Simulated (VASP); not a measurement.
Level of theory: r2SCAN meta-GGA, VASP's PBE PAW potentials (set 64) (plane waves; VASP 6.6.1).

A VASP calculation is set up with these files.

INCAR:
```
# general
SYSTEM =Al
PREC   =Accurate
ENCUT  =500
LREAL  =.FALSE.
LASPH  =.TRUE.   # aspherical one-centre terms

# electronic loop
EDIFF  =1E-6
NELM   =100
ALGO   =Normal
LMIXTAU=.TRUE.

# smearing
ISMEAR =1   # Methfessel-Paxton
SIGMA  =0.1

# functional
METAGGA=R2SCAN

# ions
IBRION =2   # conjugate gradients
NSW    =40
ISIF   =3
EDIFFG =-0.02   # ionic stop
PSTRESS=450   # kbar

# output
LWAVE  =.FALSE.
LCHARG =.FALSE.
```

POSCAR:
```
Al
1.0
  0.0000000000   1.8223926637   1.8223926637
  1.8223926637   0.0000000000   1.8223926637
  1.8223926637   1.8223926637   0.0000000000
Al
1
Cartesian
  1.8223926637   1.8223926637   0.0000000000
```

File KPOINTS:
```
Automatic mesh
0
Gamma
17 17 17
0 0 0
```

POTCAR, in this order: Al (PBE.64 set). Program: vasp_std.

Output of the run:

File OSZICAR:
```
       N       E                     dE             d eps       ncg     rms          rms(c)
DAV:   1    -0.351486048771E+01   -0.35149E+01   -0.98750E+02  1700   0.339E+02
DAV:   2    -0.643405083929E+01   -0.29192E+01   -0.26085E+01  2185   0.376E+01
DAV:   3    -0.646071110856E+01   -0.26660E-01   -0.26645E-01  2085   0.421E+00
DAV:   4    -0.646079141550E+01   -0.80307E-04   -0.80307E-04  2165   0.219E-01
DAV:   5    -0.646079199421E+01   -0.57871E-06   -0.57915E-06  2160   0.160E-02    0.403E+00
DAV:   6    -0.632050998862E+01    0.14028E+00   -0.10732E-01  1970   0.282E+00    0.248E+00
DAV:   7    -0.657381922153E+01   -0.25331E+00   -0.81754E-02  1830   0.243E+00    0.602E-01
DAV:   8    -0.629932357506E+01    0.27450E+00   -0.81575E-02  1825   0.244E+00    0.296E-01
DAV:   9    -0.632190082548E+01   -0.22577E-01   -0.13674E-02  1690   0.897E-01    0.777E-02
DAV:  10    -0.632192140940E+01   -0.20584E-04   -0.14050E-04  2265   0.113E-01    0.104E-01
DAV:  11    -0.632251298547E+01   -0.59158E-03   -0.31318E-04  1885   0.158E-01    0.937E-02
DAV:  12    -0.632149599382E+01    0.10170E-02   -0.79022E-05  1775   0.117E-01    0.285E-01
DAV:  13    -0.632215100225E+01   -0.65501E-03   -0.29350E-04  1800   0.189E-01    0.766E-01
DAV:  14    -0.632218396479E+01   -0.32963E-04   -0.56235E-05  1780   0.912E-02    0.384E-01
DAV:  15    -0.632195912959E+01    0.22484E-03   -0.93944E-05  1700   0.116E-01    0.112E-01
DAV:  16    -0.632194797625E+01    0.11153E-04   -0.55635E-06  1940   0.288E-02    0.169E-01
DAV:  17    -0.632194973346E+01   -0.17572E-05   -0.50996E-07   950   0.867E-03    0.158E-01
DAV:  18    -0.632195945034E+01   -0.97169E-05   -0.17569E-06  1685   0.150E-02    0.752E-02
DAV:  19    -0.632196164333E+01   -0.21930E-05   -0.38096E-07   885   0.674E-03    0.490E-02
DAV:  20    -0.632196646533E+01   -0.48220E-05   -0.33562E-07   875   0.741E-03    0.185E-02
DAV:  21    -0.632196804153E+01   -0.15762E-05   -0.83604E-08   845   0.342E-03    0.378E-03
DAV:  22    -0.632196856762E+01   -0.52609E-06   -0.10050E-08   855   0.119E-03
   1 F= -.29221339E+01 E0= -.29219662E+01  d E =-.292213E+01
```

OUTCAR:
```
------------------------ aborting loop because EDIFF is reached ----------------------------------------
  FORCE on cell =-STRESS in cart. coord.  units (eV):
  Direction    XX          YY          ZZ          XY          YZ          ZX
  --------------------------------------------------------------------------------------
  Total        3.3956857      3.3956857      3.3956857     -0.0000000      0.0000000     -0.0000000
  in kB      449.4508387    449.4508387    449.4508387     -0.0000000      0.0000000     -0.0000000
  external PRESSURE =      -0.5491613 kB  Pullay stress =     450.0000000 kB
  volume of cell :       12.10
      direct lattice vectors                 reciprocal lattice vectors
     0.000000000  1.822392664  1.822392664    -0.274364581  0.274364581  0.274364581
     1.822392664  0.000000000  1.822392664     0.274364581 -0.274364581  0.274364581
     1.822392664  1.822392664  0.000000000     0.274364581  0.274364581 -0.274364581
 POSITION                                       TOTAL-FORCE (eV/Angst)
 -----------------------------------------------------------------------------------
      0.00000      0.00000      0.00000         0.000000     -0.000000      0.000000
 -----------------------------------------------------------------------------------
    total drift:                               -0.000000     -0.000000     -0.000000
  FREE ENERGIE OF THE ION-ELECTRON SYSTEM (eV)
  ---------------------------------------------------
  free  energy   TOTEN  =        -6.3219685676 eV

  energy  without entropy=       -6.3214655963  energy(sigma->0) =       -6.32180091
  enthalpy is  TOTEN    =        -2.9221338663 eV   P V=        3.3998347013

 reached required accuracy - stopping structural energy minimisation
```
(Selected blocks of OUTCAR.)

The compound is Al in the fcc structure. It was relaxed first under an external pressure of 45 GPa.
